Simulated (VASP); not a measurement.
# Cl2Sn in VASP: reference runs

Aim: a first look at Cl2Sn with PBE, on the cell as given.

All numbers are computed with VASP 6.6.1; they aren't measurements. Logs are shortened: lines on timing, memory, paths and dates and some standing lists are left out, and cuts for length are marked.

## Step 1: Starting point

The cell holds a molecule in a box, 3 atoms: a = 11.000 Å, b = 13.000 Å, c = 11.000 Å, α = 90.00°, β = 90.00°, γ = 90.00°.

## Step 2: Single point, PBE

Contents of INCAR:

```
PREC = Accurate ; ENCUT = 520
EDIFF = 1E-7 ; ISMEAR = 0
SIGMA = 0.01 ; LREAL = False
LASPH = True ; NELM = 100
ALGO = Normal ; ISIF = 2
LWAVE = False ; LCHARG = False
GGA = PE ; NBANDS = 21
```

Contents of KPOINTS:

```
Automatic mesh
0
Gamma
  1 1 1
```

Contents of POSCAR:

```
SnCl2
1.0
   11.0000000000      0.0000000000      0.0000000000
    0.0000000000     13.0000000000      0.0000000000
    0.0000000000      0.0000000000     11.0000000000
Cl Sn
2 1
Direct
    0.5898681800      0.6179692300      0.5553000000
    0.4514681800      0.3852615400      0.4508818200
    0.4124954500      0.5639846200      0.4523363600
```

Potentials or basis: VASP PAW PBE potentials, release 64 (Cl, Sn_d).

On the command line:

```
$ cat potpaw_PBE.64/Cl/POTCAR potpaw_PBE.64/Sn_d/POTCAR > POTCAR
$ mpirun -np 1 vasp_gam > vasp.out
```

OUTCAR:

```text
PREC = Accurate
   ENCUT = 520
   EDIFF = 1E-7
   ISMEAR = 0
   LREAL = False
   LASPH = True
   NELM = 100
   ISIF = 2
   GGA = PE

 ion  position               nearest neighbor table
   1  0.590  0.618  0.555-   3 2.36
   2  0.451  0.385  0.451-   3 2.36
   3  0.412  0.564  0.452-   1 2.36   2 2.36

  LATTYP: Found a simple tetragonal cell.
 ALAT       =    11.0000000000
 C/A-ratio  =     1.1818181818

  Lattice vectors:

 A1 = ( -11.0000000000,   0.0000000000,   0.0000000000)
 A2 = (   0.0000000000,   0.0000000000,  11.0000000000)
 A3 = (   0.0000000000,  13.0000000000,   0.0000000000)

Analysis of symmetry for initial positions (statically):
=====================================================================
 Subroutine PRICEL returns:
 Original cell was already a primitive cell.

 Routine SETGRP: Setting up the symmetry group for a
 simple tetragonal supercell.

 Subroutine GETGRP returns: Found  1 space group operations
 (whereof  1 operations were pure point group operations)
 out of a pool of 16 trial point group operations.

The static configuration has the point symmetry C_1 .

Analysis of symmetry for dynamics (positions and initial velocities):
=====================================================================
 Subroutine PRICEL returns:
 Original cell was already a primitive cell.

 Routine SETGRP: Setting up the symmetry group for a
 simple tetragonal supercell.

 Subroutine GETGRP returns: Found  1 space group operations
 (whereof  1 operations were pure point group operations)
 out of a pool of 16 trial point group operations.

The dynamic configuration has the point symmetry C_1 .

 Subroutine INISYM returns: Found  1 space group operations
 (whereof  1 operations are pure point group operations),
 and found     1 'primitive' translations

----------------------------------------------------------------------------------------

                                     Primitive cell

  volume of cell :    1573.0000

  direct lattice vectors                    reciprocal lattice vectors
    11.000000000  0.000000000  0.000000000     0.090909091  0.000000000  0.000000000
     0.000000000 13.000000000  0.000000000     0.000000000  0.076923077  0.000000000
     0.000000000  0.000000000 11.000000000     0.000000000  0.000000000  0.090909091

  length of vectors
    11.000000000 13.000000000 11.000000000     0.090909091  0.076923077  0.090909091

  position of ions in fractional coordinates (direct lattice)
     0.589868180  0.617969230  0.555300000
     0.451468180  0.385261540  0.450881820
     0.412495450  0.563984620  0.452336360

  ion indices of the primitive-cell ions
   primitive index   ion index
                 1           1
                 2           2
                 3           3

----------------------------------------------------------------------------------------

 KPOINTS: Automatic mesh

Automatic generation of k-mesh.
 Grid dimensions read from file:
 generate k-points for:    1    1    1

 Generating k-lattice:

  Cartesian coordinates                     Fractional coordinates (reciprocal lattice)
     0.090909091  0.000000000  0.000000000     1.000000000  0.000000000  0.000000000
     0.000000000  0.076923077  0.000000000     0.000000000  1.000000000  0.000000000
     0.000000000  0.000000000  0.090909091     0.000000000  0.000000000  1.000000000

  Length of vectors
     0.090909091  0.076923077  0.090909091

  Shift w.r.t. Gamma in fractional coordinates (k-lattice)
     0.000000000  0.000000000  0.000000000

 Subroutine IBZKPT returns following result:
 ===========================================

 Found      1 irreducible k-points:

 Following reciprocal coordinates:
            Coordinates               Weight
  0.000000  0.000000  0.000000      1.000000
   k-points           NKPTS =      1   k-points in BZ     NKDIM =      1   number of bands    NBANDS=     21
   number of dos      NEDOS =    301   number of ions     NIONS =      3
   total plane-waves  NPLWV = 691488
   dimension x,y,z NGX =    84 NGY =   98 NGZ =   84
   dimension x,y,z NGXF=   168 NGYF=  196 NGZF=  168
   ions per type =               2   1
   NGX,Y,Z   is equivalent  to a cutoff of  12.70, 12.53, 12.70 a.u.
   NGXF,Y,Z  is equivalent  to a cutoff of  25.39, 25.06, 25.39 a.u.
 SYSTEM =  unknown system
   PREC   = accura    normal or accurate (medium, high low for compatibility)
   ISTART =      0    job   : 0-new  1-cont  2-samecut
   ICHARG =      2    charge: 1-file 2-atom 10-const
   ISPIN  =      1    spin polarized calculation?
   LNONCOLLINEAR =      F non collinear calculations
   LSORBIT =      F    spin-orbit coupling
   LASPH  =      T    aspherical Exc in radial PAW
   ENCUT  =  520.0 eV  38.22 Ry    6.18 a.u.  20.45 24.17 20.45*2*pi/ulx,y,z
   NELM   =    100;   NELMIN=  2; NELMDL= -5     # of ELM steps
   EDIFF  = 0.1E-06   stopping-criterion for ELM
   LREAL  =      F    real-space projection
   EDIFFG = 0.1E-05   stopping-criterion for IOM
   NSW    =      0    number of steps for IOM
   IBRION =     -1    ionic relax: 0-MD 1-quasi-New 2-CG
   NFREE  =      0    steps in history (QN), initial steepest desc. (CG)
   ISIF   =      2    stress and relaxation
   ISYM   =      2    0-nonsym 1-usesym 2-fastsym
   POTIM  = 0.5000    time-step for ionic-motion
   TEBEG  =    0.0;   TEEND  =   0.0 temperature during run
   PSTRESS=    0.0 pullay stress
   NELECT =      28.0000    total number of electrons
   NUPDOWN=      -1.0000    fix difference up-down
   EMIN   =  10.00;   EMAX   =-10.00  energy-range for DOS
   EFERMI =   0.00;   METHOD = LEGACY
   ISMEAR =     0;   SIGMA  =   0.01  broadening in eV -4-tet -1-fermi 0-gaus
   EFERMI_NEDOS =   21; number of points for ismear=-14 and -15
   IALGO  =     38    algorithm
   IMIX   =      4    mixing-type and parameters
     AMIX     =   0.40;   BMIX     =  1.00
     AMIX_MAG =   1.60;   BMIX_MAG =  1.00
  volume/ion in A,a.u.               =     524.33      3538.38
  Fermi-wavevector in a.u.,A,eV,Ry     =   0.427449  0.807762  2.485960  0.182713
  Thomas-Fermi vector in A             =   1.394107
   LORBIT       =      0    0 simple, 1 ext, 2 COOP (PROOUT), +10 PAW based schemes
   GGA     = PE    functional components
   LHFCALC =     F    Hartree Fock is set to
   AEXX    =    0.0000 exact exchange contribution
   IVDW    =     0    specifies the selected vdW correction
   LEPSILON=     F    determine dielectric tensor
   LRPA    =     F    only Hartree local field effects (RPA)
 non-spin polarized calculation
 Gauss-broadening in eV      SIGMA  =   0.01
  energy-cutoff  :      520.00
  volume of cell :     1573.00
 maximum number of plane-waves:     21209
 NGX is ok and might be reduce to    84
   NGX = 41   NGY = 49   NGZ = 41

 number of electron      27.9999993 magnetization

 Free energy of the ion-electron system (eV)
  ---------------------------------------------------
  ext. energy  EPLUGINS =         0.00000000
  ---------------------------------------------------
  free energy    TOTEN  =        -9.70858786 eV

  energy without entropy =       -9.70858786  energy(sigma->0) =       -9.70858786

 E-fermi :  -6.4586     XC(G=0):  -0.9858

 val. band max:       -6.5248300985   @ k =   0.0000   0.0000   0.0000
 cond. band min:      -3.3571816245   @ k =   0.0000   0.0000   0.0000
 fundamental gap:      3.1676484740
 Fermi energy:        -6.4585710192

 k-point     1 :       0.0000    0.0000    0.0000
  band No.  band energies     occupation
      1     -26.5494      2.00000
      2     -26.4553      2.00000
      3     -26.4150      2.00000
      4     -26.3905      2.00000
      5     -26.2497      2.00000
      6     -19.7775      2.00000
[... 13 lines left out ...]
     20       0.9720      0.00000
     21       1.0384      0.00000

------------------------ aborting loop because EDIFF is reached ----------------------------------------

  FORCE on cell =-STRESS in cart. coord.  units (eV):
  Direction    XX          YY          ZZ          XY          YZ          ZX
  --------------------------------------------------------------------------------------
  -------------------------------------------------------------------------------------
  Total        0.5680801      0.8698350      0.1735845      0.0866520      0.1454059      0.3536512
  in kB        0.5786173      0.8859695      0.1768043      0.0882592      0.1481030      0.3602110
  external PRESSURE =       0.5471304 kB  Pullay stress =       0.0000000 kB

 VOLUME and BASIS-vectors are now :
 -----------------------------------------------------------------------------
  energy-cutoff  :      520.00
  volume of cell :     1573.00
      direct lattice vectors                 reciprocal lattice vectors
    11.000000000  0.000000000  0.000000000     0.090909091  0.000000000  0.000000000
     0.000000000 13.000000000  0.000000000     0.000000000  0.076923077  0.000000000
     0.000000000  0.000000000 11.000000000     0.000000000  0.000000000  0.090909091

 POSITION                                       TOTAL-FORCE (eV/Angst)
 -----------------------------------------------------------------------------------
      6.48855      8.03360      6.10830         0.309071      0.123955      0.181793
      4.96615      5.00840      4.95970         0.054849     -0.354993     -0.008493
      4.53745      7.33180      4.97570        -0.363919      0.231038     -0.173299
 -----------------------------------------------------------------------------------
    total drift:                                0.000811      0.000429     -0.000008

  FREE ENERGIE OF THE ION-ELECTRON SYSTEM (eV)
  ---------------------------------------------------
  free  energy   TOTEN  =        -9.7085878609 eV

  energy  without entropy=       -9.7085878609  energy(sigma->0) =       -9.70858786
```

Wall time 2.7 min (1 thread of Intel Xeon Platinum 8375C at 2.90GHz (Ice Lake), shared host); peak memory 1.1 GiB.

What came out:

| Item | Value |
| --- | --- |
| Free energy | -9.7086 eV |
| Largest force | 0.465 eV/Å |
| Gap between the frontier levels | 3.17 eV |

Forces in eV/Å, atoms in the order of the input:
```
Cl   0.309  0.124  0.182
Cl   0.055 -0.355 -0.008
Sn  -0.364  0.231 -0.173
```

Caveat: spin-orbit coupling is left out, which moves the levels of the heavy elements. Expect the measured gap to be larger: semilocal functionals such as PBE lack the derivative discontinuity.
